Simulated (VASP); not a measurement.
Output of a VASP run:

File OUTCAR:
```
 ion  position               nearest neighbor table
   1  0.000  0.000  0.000-   2 2.38   2 2.38   2 2.38   2 2.38   2 2.38   2 2.38
   2  0.500  0.500  0.500-   1 2.38   1 2.38   1 2.38   1 2.38   1 2.38   1 2.38
  LATTYP: Found a face centered cubic cell.
 ALAT       =     4.7527282582
 Subroutine PRICEL returns:
 Original cell was already a primitive cell.
 Subroutine GETGRP returns: Found 48 space group operations
The static configuration has the point symmetry O_h .
The dynamic configuration has the point symmetry O_h .
 Subroutine INISYM returns: Found 48 space group operations
 Subroutine IBZKPT returns following result:
 Found     47 irreducible k-points:

 Following reciprocal coordinates:
            Coordinates               Weight
  0.000000  0.000000  0.000000      1.000000
  0.100000  0.000000  0.000000      8.000000
  0.200000  0.000000  0.000000      8.000000
  0.300000  0.000000  0.000000      8.000000
  0.400000  0.000000  0.000000      8.000000
  0.500000  0.000000  0.000000      4.000000
  0.100000  0.100000  0.000000      6.000000
  0.200000  0.100000  0.000000     24.000000
  0.300000  0.100000  0.000000     24.000000
  0.400000  0.100000  0.000000     24.000000
  0.500000  0.100000  0.000000     24.000000
 -0.400000  0.100000  0.000000     24.000000
 -0.300000  0.100000  0.000000     24.000000
 -0.200000  0.100000  0.000000     24.000000
 -0.100000  0.100000  0.000000     12.000000
  0.200000  0.200000  0.000000      6.000000
  0.300000  0.200000  0.000000     24.000000
  0.400000  0.200000  0.000000     24.000000
  0.500000  0.200000  0.000000     24.000000
 -0.400000  0.200000  0.000000     24.000000
 -0.300000  0.200000  0.000000     24.000000
 -0.200000  0.200000  0.000000     12.000000
  0.300000  0.300000  0.000000      6.000000
  0.400000  0.300000  0.000000     24.000000
  0.500000  0.300000  0.000000     24.000000
 -0.400000  0.300000  0.000000     24.000000
 -0.300000  0.300000  0.000000     12.000000
  0.400000  0.400000  0.000000      6.000000
  0.500000  0.400000  0.000000     24.000000
 -0.400000  0.400000  0.000000     12.000000
  0.500000  0.500000  0.000000      3.000000
  0.300000  0.200000  0.100000     24.000000
  0.400000  0.200000  0.100000     48.000000
  0.500000  0.200000  0.100000     48.000000
 -0.400000  0.200000  0.100000     24.000000
  0.400000  0.300000  0.100000     24.000000
  0.500000  0.300000  0.100000     48.000000
 -0.400000  0.300000  0.100000     48.000000
 -0.300000  0.300000  0.100000     48.000000
 -0.200000  0.300000  0.100000     24.000000
   k-points           NKPTS =     47   k-points in BZ     NKDIM =     47   number of bands    NBANDS=      8
   number of dos      NEDOS =    301   number of ions     NIONS =      2
   total plane-waves  NPLWV =  21952
   dimension x,y,z NGX =    28 NGY =   28 NGZ =   28
   dimension x,y,z NGXF=    56 NGYF=   56 NGZF=   56
   ions per type =               1   1
   PREC   = accura    normal or accurate (medium, high low for compatibility)
   ISTART =      0    job   : 0-new  1-cont  2-samecut
   ICHARG =      2    charge: 1-file 2-atom 10-const
   ISPIN  =      1    spin polarized calculation?
   LNONCOLLINEAR =      F non collinear calculations
   LSORBIT =      F    spin-orbit coupling
   INIWAV =      1    electr: 0-lowe 1-rand  2-diag
   ENCUT  =  500.0 eV  36.75 Ry    6.06 a.u.   6.13  6.13  6.13*2*pi/ulx,y,z
   NELM   =    100;   NELMIN=  2; NELMDL= -5     # of ELM steps
   EDIFF  = 0.1E-05   stopping-criterion for ELM
   LREAL  =      F    real-space projection
   NLSPLINE    = F    spline interpolate recip. space projectors
   LMAXMIX     =    2 max onsite mixed and CHGCAR
   VOSKOWN=      0    Vosko Wilk Nusair interpolation
   EDIFFG = -.2E-01   stopping-criterion for IOM
   NSW    =     40    number of steps for IOM
   NBLOCK =      1;   KBLOCK =     40    inner block; outer block
   IBRION =      2    ionic relax: 0-MD 1-quasi-New 2-CG
...
```

### OSZICAR
```
       N       E                     dE             d eps       ncg     rms          rms(c)
DAV:   1     0.190313984508E+02    0.19031E+02   -0.38954E+03   800   0.810E+02
DAV:   2    -0.882868841065E+01   -0.27860E+02   -0.25761E+02  1040   0.105E+02
DAV:   3    -0.948096925901E+01   -0.65228E+00   -0.65228E+00   928   0.219E+01
DAV:   4    -0.948286525243E+01   -0.18960E-02   -0.18960E-02  1216   0.130E+00
DAV:   5    -0.948286683658E+01   -0.15841E-05   -0.15841E-05   968   0.286E-02    0.604E+00
DAV:   6    -0.913867893407E+01    0.34419E+00   -0.74161E-01   768   0.461E+00    0.470E+00
DAV:   7    -0.908204830348E+01    0.56631E-01   -0.23913E-01   896   0.266E+00    0.269E+00
DAV:   8    -0.907847214042E+01    0.35762E-02   -0.68966E-03   840   0.630E-01    0.815E-01
DAV:   9    -0.907835536880E+01    0.11677E-03   -0.23012E-04   984   0.121E-01    0.178E-01
DAV:  10    -0.907835358277E+01    0.17860E-05   -0.72980E-06  1080   0.206E-02    0.583E-02
DAV:  11    -0.907835358642E+01   -0.36557E-08   -0.48126E-07   632   0.468E-03
   1 F= -.40528495E+01 E0= -.40528495E+01  d E =-.405285E+01
```

**OUTCAR**
```
------------------------ aborting loop because EDIFF is reached ----------------------------------------
  FORCE on cell =-STRESS in cart. coord.  units (eV):
  Direction    XX          YY          ZZ          XY          YZ          ZX
  --------------------------------------------------------------------------------------
  Total        4.9889848      4.9889848      4.9889848      0.0000000      0.0000000      0.0000000
  in kB      297.8199632    297.8199632    297.8199632      0.0000000      0.0000000      0.0000000
  external PRESSURE =      -2.1800368 kB  Pullay stress =     300.0000000 kB
  volume of cell :       26.84
      direct lattice vectors                 reciprocal lattice vectors
     0.000000000  2.376364129  2.376364129    -0.210405465  0.210405465  0.210405465
     2.376364129  0.000000000  2.376364129     0.210405465 -0.210405465  0.210405465
     2.376364129  2.376364129  0.000000000     0.210405465  0.210405465 -0.210405465
 POSITION                                       TOTAL-FORCE (eV/Angst)
 -----------------------------------------------------------------------------------
      0.00000      0.00000      0.00000         0.000000     -0.000000      0.000000
      2.37636      2.37636      2.37636        -0.000000      0.000000     -0.000000
 -----------------------------------------------------------------------------------
    total drift:                                0.000000      0.000000      0.000000
  FREE ENERGIE OF THE ION-ELECTRON SYSTEM (eV)
  ---------------------------------------------------
  free  energy   TOTEN  =        -9.0783535864 eV

  energy  without entropy=       -9.0783535864  energy(sigma->0) =       -9.07835359
  enthalpy is  TOTEN    =        -4.0528494776 eV   P V=        5.0255041088

 reached required accuracy - stopping structural energy minimisation
```
(Selected blocks of OUTCAR.)

POSCAR:
```
MgS
1
    0.0000000000     2.3763641291     2.3763641291
    2.3763641291     0.0000000000     2.3763641291
    2.3763641291     2.3763641291     0.0000000000
Mg S
1 1
Direct
  0.0000000000   0.0000000000   0.0000000000
  0.5000000000   0.5000000000   0.5000000000
```

Problem. Reconstruct the remaining input files.

Solution. One answer among several that fit: the input of the run itself, LDA (Ceperley-Alder, Perdew-Zunger), plane waves, VASP's LDA PAW potentials (set 64).

### KPOINTS
```
Automatic
0
Gamma
 10 10 10
```

### INCAR
```
SYSTEM = MgS
PREC = Accurate
ENCUT = 500
EDIFF = 1E-6
NELM = 100
ALGO = Normal
LREAL = .FALSE.
LASPH = .TRUE.
ISMEAR = 0
SIGMA = 0.05
LWAVE = .FALSE.
LCHARG = .FALSE.
IBRION = 2
ISIF = 3
NSW = 40
EDIFFG = -0.02
PSTRESS = 300
```

POTCAR, in this order: Mg S (LDA.64 set). Program: vasp_std.

The compound is MgS in the rock salt structure. It was relaxed first under an external pressure of 30 GPa.
